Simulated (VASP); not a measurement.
Input for VASP

### INCAR
```
SYSTEM = Nb3Si
PREC = Accurate
ISMEAR = 1
SIGMA = 0.1   # width (eV)
LCHARG = .FALSE.
ENCUT = 400
LMAXMIX = 4
NSW = 60
LREAL = .FALSE.
LWAVE = .FALSE.
NELM = 100   # most electronic steps
IBRION = 2   # conjugate gradients
ALGO = Normal
LASPH = .TRUE.   # aspherical one-centre terms
ISIF = 3
EDIFF = 1E-6   # SCF stop (eV)
EDIFFG = -0.02   # ionic stop
```

**KPOINTS**
```
Automatic mesh
0
Gamma
6 6 6
0 0 0
```

POSCAR:
```
Nb3Si
1
    5.0179739334    -0.0000000000    -0.0000000000
    0.0000000000     5.0179739334     0.0000000000
    0.0000000000    -0.0000000000     5.0179739334
Nb Si
6 2
Direct
  0.0000000000   0.5000000000   0.7500000000
  1.0000000000   0.5000000000   0.2500000000
  0.7500000000   1.0000000000   0.5000000000
  0.2500000000   0.0000000000   0.5000000000
  0.5000000000   0.7500000000   1.0000000000
  0.5000000000   0.2500000000   0.0000000000
  0.5000000000   0.5000000000   0.5000000000
  0.0000000000   0.0000000000   1.0000000000
```

POTCAR, in this order: Nb_sv Si (LDA.64 set). Program: vasp_std.

Translate this LDA calculation to Quantum ESPRESSO's pw.x.

One equivalent input (not run):
```
&CONTROL
  calculation = 'vc-relax'
  pseudo_dir = './pseudo'
  outdir = './out'
  tprnfor = .true.
  tstress = .true.
  nstep = 60
  forc_conv_thr = 0.00078
/
&SYSTEM
  ibrav = 0
  nat = 8
  ntyp = 2
  ecutwfc = 82
  occupations = 'smearing'
  smearing = 'methfessel-paxton'
  degauss = 0.00735
  input_dft = 'pz'
/
&ELECTRONS
  conv_thr = 7.3e-08
  electron_maxstep = 100
/
&IONS
/
&CELL
/
ATOMIC_SPECIES
  Nb 92.906 Nb.upf
  Si 28.085 Si.upf
CELL_PARAMETERS angstrom
     5.0179739   -0.0000000   -0.0000000
     0.0000000    5.0179739    0.0000000
     0.0000000   -0.0000000    5.0179739
ATOMIC_POSITIONS crystal
  Nb   0.0000000  0.5000000  0.7500000
  Nb   1.0000000  0.5000000  0.2500000
  Nb   0.7500000  1.0000000  0.5000000
  Nb   0.2500000  0.0000000  0.5000000
  Nb   0.5000000  0.7500000  1.0000000
  Nb   0.5000000  0.2500000  0.0000000
  Si   0.5000000  0.5000000  0.5000000
  Si   0.0000000  0.0000000  1.0000000
K_POINTS automatic
  6 6 6 0 0 0
```
What does not carry over: the potentials are each code's own (VASP's PAW set, PseudoDojo norm-conserving files in pw.x), so ENCUT and ecutwfc are chosen apart and not converted; conv_thr bounds pw.x's estimated SCF error, while EDIFF bounds the energy change between steps; forc_conv_thr acts on force components and is met together with etot_conv_thr.

The structure comes from a computed database's Nb3Si entry (Pm-3n); how it stands against other phases isn't given here. This run relaxes it. Symmetry was kept, so distortions that lower it aren't found. The start is the result of an earlier pass.
